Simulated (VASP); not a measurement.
# Transverse strain, stress and strain energy of diamond-structure carbon (Fd-3m) under uniaxial [111] stress in LDA

Each carbon atom in the diamond structure is held by four equivalent covalent bonds. A load along [111] singles out one of them, which lies on the axis, while the other three lie close to the plane across it. We examine how the crystal responds in width, stress and energy when it is strained by up to 2 % either way, which elastic moduli follow, and where proportionality begins to fail. The answer matters for diamond anvils, mechanical resonators and strained diamond electronics, where stress is inferred from strain or the reverse. All quantities are LDA results for a static lattice. Strains and energies are counted from the crystal relaxed at the same level, and no comparison with experiment is made here.

## Systems and settings

The start is a typed prototype cell. The crystal was relaxed with LDA. Strain is imposed along [111]; the strain across the axis is adjusted until the stress across it vanishes, and the atoms are relaxed with LDA. VASP 6.6.1, plane waves with PAW, cutoff 600 eV, no spin polarisation, no spin-orbit coupling, k mesh 14×14×14, static lattice.

Notes on method and selection:

- Runs that did not converge, have known faults or may not be shown are not listed, and runs on Ansatz's PAW sets soft_1 and soft_2 are kept to separate tables.

Columns:

- strain (%): strain along the axis (tension positive).
- gap (eV): band gap on the k mesh at LDA.
- transverse strain (%): strain across the axis.
- stress (GPa): stress along the axis, tension positive.
- strain energy (meV/atom): energy per atom above the relaxed crystal.

Input lines of one member:

```
PREC = Accurate
ENCUT = 600
EDIFF = 1E-07
NELM = 120
ISMEAR = 0
SIGMA = 0.02
LREAL = .FALSE.
ALGO = Normal
GGA = CA
NBANDS = 10
LASPH = .TRUE.
LORBIT = 11
KPAR = 3
IBRION = 1
NSW = 25
```

Command (options for logging and memory left out): `mpirun -np 3 vasp_std`

## The series

```
member  strain (%)  gap (eV)  transverse strain (%)  stress (GPa)  strain energy (meV/atom)
−2 %    −2.0        4.123     0.1222                 −26.51        9.51
−1.5 %  −1.5        4.141     0.0905                 −19.63        5.39
−1 %    −1.0        4.153     0.0594                 −12.91        2.45
−0.5 %  −0.5        4.162     0.0305                 −6.38         0.66
0 %     0.0         4.166     0.0036                 −0.03         0.00
+0.5 %  0.5         4.147     −0.0242                6.12          0.38
+1 %    1.0         4.128     ?                      ?             ?
+1.5 %  1.5         4.107     −0.0736                17.89         4.26
+2 %    2.0         4.085     −0.0980                23.49         7.71
```

Cells marked ? are withheld until the estimate has been made.

Least-squares fits to the members shown, with x = strain (%); R² and errors in the fitted variable (y, or ln y where the fit is in ln y):

```
y                      members  fit                       R²    rms residual  leave-one-out rms  the same for the mean of the others
transverse strain (%)  8        y = 0.006958 − 0.05474 x  1.00  0.0036        0.0053             0.082
stress (GPa)           8        y = −0.6847 + 12.48 x     1.00  0.56          0.84               19
```

## Why the values move as they do

The stress rises with strain throughout the rows, and the transverse strain falls. Differences between the ±0.5 % rows cancel the small offsets at zero strain. They give a Young's modulus along [111] of (6.12 + 6.38) / 0.010 = 1250 GPa and a Poisson ratio of (0.0305 + 0.0242) / 1.0 = 0.0547.

For a cubic crystal loaded along [111], two further moduli follow:

$B = E/[3(1-2\nu)]$ = 1250 / (3 × (1 − 2 × 0.0547)) = 468 GPa

$C_{44} = E/[2(1+\nu)]$ = 1250 / (2 × (1 + 0.0547)) = 593 GPa

This loading does not give $C_{11}$ and $C_{12}$ separately. The Poisson ratio is small because directional bonds resist changes of angle, so that the shear stiffness exceeds the bulk modulus and the crystal narrows little when stretched.

A linear law with 1250 GPa predicts 25.0 GPa at 2 %. The calculated magnitudes are 26.51 GPa in compression and 23.49 GPa in tension, a departure of 6 % each way; at 0.5 % it is about 2 %. The sign is that expected of anharmonic bonds, which stiffen when shortened and soften when stretched. The transverse response weakens too, from (0.1222 − 0.0905) / 0.5 = 0.063 between −2 % and −1.5 % to (0.0980 − 0.0736) / 0.5 = 0.049 between +1.5 % and +2 %.

The strain energy is nearly quadratic once opposite strains are averaged: (0.66 + 0.38) / 2 = 0.52 meV/atom at ±0.5 % and (9.51 + 7.71) / 2 = 8.61 meV/atom at ±2 %, a ratio of 8.61 / 0.52 = 16.6 against the ideal 16. Its asymmetry is not purely elastic. Relative to these means, the difference between compression and tension is (0.66 − 0.38) / 0.52 = 0.54 at 0.5 % but (9.51 − 7.71) / 8.61 = 0.21 at 2 %, whereas cubic anharmonicity would make it grow with strain. A term linear in strain is therefore present, although the stress at zero strain is only −0.03 GPa. The likely cause is the plane-wave basis: at fixed cutoff a larger cell holds more plane waves, which lowers the energy slightly in tension, and the calculated stress does not include this effect.

## Prediction

Plain estimates from the members shown:

- +1 %, fit at x = 1.0: −0.0478 %
- +1 %, straight-line interpolation between +0.5 % and +1.5 %: w = (1.0 − 0.5) / (1.5 − 0.5) = 0.500, so −0.0242 + 0.500 × (−0.0736 − (−0.0242)) = −0.0489 %

The straight-line fit gives −0.0478 % at +1 %, but it ignores the curvature seen in the rows. Interpolation between +0.5 % and +1.5 % is closer to the data, yet a chord lies above a curve that bends upwards, so its −0.0489 % should be slightly too high. Bond anharmonicity varies smoothly over this range, and a cubic through the two nearest rows on each side takes the bend into account. For equally spaced strains with the middle one missing, it reads

$t_0 = \tfrac{2}{3}(t_{-1}+t_{+1}) - \tfrac{1}{6}(t_{-2}+t_{+2})$,

where the subscripts count steps of 0.5 % from the missing row.

At +1 % this gives 2 × (−0.0242 − 0.0736) / 3 − (0.0036 − 0.0980) / 6 = −0.0495 %. The shift from the chord is −0.0006 %.

The same formula can be tried on two shown rows. At −1 % it gives 2 × (0.0905 + 0.0305) / 3 − (0.1222 + 0.0036) / 6 = 0.0597 % against 0.0594 %, and at −0.5 % it gives 2 × (0.0594 + 0.0036) / 3 − (0.0905 − 0.0242) / 6 = 0.03095 % against 0.0305 %. The misses are 0.0003 and 0.0005 %. With only two tests, and with the offset of 0.0036 % at zero strain entering the estimate, we set the standard deviation slightly above the larger miss, at 0.0006 %.

**Committed estimate, +1 %: transverse strain = −0.0495 ± 0.0006 %.**

## The answer

```
member  strain (%)  gap (eV)  transverse strain (%)  stress (GPa)  strain energy (meV/atom)
+1 %    1.0         4.128     −0.0492                12.11         1.81
```

```
member  estimate       transverse strain (%)  computed  estimate − computed  miss in error bars
+1 %    committed      −0.0495                −0.0492   −0.0003              0.5
+1 %    fit            −0.0478                −0.0492   +0.0014
+1 %    interpolation  −0.0489                −0.0492   +0.0003
```

The estimate of −0.0495 % lies 0.0003 % below the computed −0.0492 %, half an error bar away. It did better than the straight-line fit, which missed by 0.0014 %, but no better than plain interpolation, which missed by the same 0.0003 % on the other side.

The argument against the fit was right, since a single line over the whole range ignores the bend. The computed value also lies below the chord, as we expected, but by only half of the 0.0006 % that the cubic formula gave. A difference this small has no physical meaning: a leftover stress of 0.01 GPa across the axis would shift the transverse strain by about 0.01 / 1250, or 0.0008 %. The added row therefore agrees with a smooth anharmonic response without being a sharp test of it. The cubic formula gained nothing measurable over interpolation at this spacing.

## Exceptions

Least-squares fits to the whole series, with x = strain (%); R² and errors in the fitted variable (y, or ln y where the fit is in ln y):

```
y                      members  fit                       R²    rms residual  leave-one-out rms  the same for the mean of the others
transverse strain (%)  9        y = 0.006800 − 0.05483 x  1.00  0.0034        0.0049             0.080
stress (GPa)           9        y = −0.6500 + 12.50 x     1.00  0.54          0.77               18
```

Largest departures from the fit to the whole series:

```
member  transverse strain (%)  fit      computed − fit  in rms residuals
−2 %    0.1222                 0.1165   +0.0057         1.7
+2 %    −0.0980                −0.1029  +0.0049         1.4
−0.5 %  0.0305                 0.0342   −0.0037         1.1
+0.5 %  −0.0242                −0.0206  −0.0036         1.0
```

The largest departures from the line belong to one pattern. The rows at ±2 % lie above it by 0.0057 and 0.0049 %, and those at ±0.5 % lie below it by 0.0037 and 0.0036 %. The rows at ±1.5 % are also above the line, and those at ±1 % and zero are below. This is the signature of an upward bend: the crystal widens more under compression than it narrows under an equal extension. Anharmonic bonding is the likely cause, and none of these rows needs a separate one.

The zero-strain row has a small peculiarity of its own, a transverse strain of 0.0036 % where zero would be expected. The reference crystal was left very slightly compressed, and it widens when the stress across the axis is released. The remaining axial stress of −0.03 GPa has the matching sign, and 0.03 / 1250 = 0.0024 % gives the right order of size. The fitted intercept of 0.0068 % is larger because it also absorbs part of the bend.

## Summary

Between −2 and +2 %, the stress in GPa follows $\sigma = 12.5\,x - 0.38\,x^2$, with $x$ the strain in per cent. The first coefficient comes from the differences between opposite strains, the second from the ±2 % rows: (26.51 − 23.49) / (2 × 4) = 0.38. The formula meets all nine rows within 0.04 GPa, whereas guessing each row from the mean of the others errs by 18 GPa rms. A tension of 10 GPa thus corresponds to a strain of 0.82 %, where the linear law gives 10 / 12.5 = 0.80 %.

Linear elasticity errs by about 3 % in stress at ±1 % strain and 6 % at ±2 %. For a new strain inside the range, interpolation between rows 1 % apart should give the transverse strain to roughly 0.001 %. The largest miss among the rows is at +0.5 %, where the chord gives (0.0036 − 0.0492) / 2 = −0.0228 % against the computed −0.0242 %.

No omitted effect should rival the spread of the table. Zero-point motion would lower the moduli by roughly a few per cent, which is comparable with the nonlinearity seen here.

[Logs are printed without paths, hosts, clocks, repeated set-up lines and the standing remarks that a program may print on its own settings, such as how far it seeks lower states.]
